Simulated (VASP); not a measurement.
```
CELL_PARAMETERS angstrom
      0.00000     2.16240     2.16240
      2.16240     0.00000     2.16240
      2.16240     2.16240     0.00000
ATOMIC_POSITIONS crystal
  Ti 0.00000 0.00000 0.00000
  N  0.50000 0.50000 0.50000
```

Calculation: PBE GGA, VASP's PBE PAW potentials (set 64) (plane waves; VASP). Settings: 520 eV cut-off, 13×13×13 Γ-centred mesh, first-order Methfessel-Paxton smearing of 0.10 eV, potentials Ti_sv N.

**Question.** Give the stress tensor in GPa (positive for a compressed cell).

**Answer.** 
```
-13.11    0.00    0.00
  0.00  -13.11    0.00
  0.00    0.00  -13.11
```
The pressure is its mean diagonal, -13.11 GPa.

The compound is TiN in the rock salt structure. The cell was not relaxed at this level. The electron count is odd and the run is not spin-polarised, which forces a metal.
